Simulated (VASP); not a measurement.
```
CELL_PARAMETERS angstrom
     -2.64205     2.64205     1.34623
      2.64205    -2.64205     1.34623
      2.64205     2.64205    -1.34623
ATOMIC_POSITIONS crystal
  Al 0.75000 0.25000 0.50000
  Al 0.00000 0.00000 0.00000
```

Level of theory: PBEsol GGA, VASP's PBE PAW potentials (set 64) (plane waves; VASP 6.6.1). Run with 400 eV cut-off, Gaussian smearing of 0.050 eV, potentials Al.

Q: Predict the band gap (along the path) with the smallest direct gap where there is one.

A: 
```json
{
  "band gap (along the path)": "none (metal, semimetal or under 0.01 eV)"
}
```

Only differences to runs with the same potentials and settings are physical.

The structure was generated: Al was put into the beta-Sn type (I4_1/amd), which need not be its known phase. It was relaxed first, which changed the volume by +8 %.
